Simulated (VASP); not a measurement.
Write the native input for VASP 6.6.1 that does the following.

| Quantity | Value |
| --- | --- |
| Task | single point |
| Functional | PBE |
| Potentials or basis | VASP PAW PBE potentials, release 64 (Zn, O) |
| Cutoff | 520 eV |
| k mesh | 9 × 9 × 6 |
| Occupations | gaussian, width 0.02 eV |
| Spin | no spin polarisation |
| Dipole correction | no |
| Further INCAR settings | ALGO = Fast; EDIFF = 1e-07; NBANDS = 26 |

The structure of ZnO (nc) lies in POSCAR:

```
ZnO
1.0
    3.2113347345      0.0000000000      0.0000000000
   -1.6056673673      2.7810974601      0.0000000000
    0.0000000000      0.0000000000      5.1812708944
Zn O
2 2
Direct
    0.3333333333      0.6666666667      0.4999058603
    0.6666666667      0.3333333333     -0.0000941397
    0.6666666667      0.3333333333      0.3791041397
    0.3333333333      0.6666666667      0.8791041397
```

One way to write it, as run:

INCAR

```
SYSTEM = ZnO
PREC = Accurate
ENCUT = 520
EDIFF = 1E-7
ISMEAR = 0
SIGMA = 0.02
LREAL = .False.
LASPH = .True.
NELM = 100
ALGO = Fast
ISIF = 2
LWAVE = .False.
LCHARG = .False.
GGA = PE
NBANDS = 26
```

KPOINTS

```
regular mesh
0
Gamma
  9 9 6
  0 0 0
```

Potentials or basis: VASP PAW PBE potentials, release 64 (Zn, O).

Run with:

```sh
$ cat potpaw_PBE.64/Zn/POTCAR potpaw_PBE.64/O/POTCAR > POTCAR
$ mpirun -np 1 vasp_std > vasp.out
```

It gave:

| Item | Value |
| --- | --- |
| Pressure | 10.6 GPa |
| Largest force | 0.005 eV/Å |
| Band gap on the k mesh | 0.82 eV, direct |

It took 30 s on 1 thread of Intel(R) Xeon(R) Platinum 8488C (Sapphire Rapids) (shared host), peak memory 0.18 GiB.
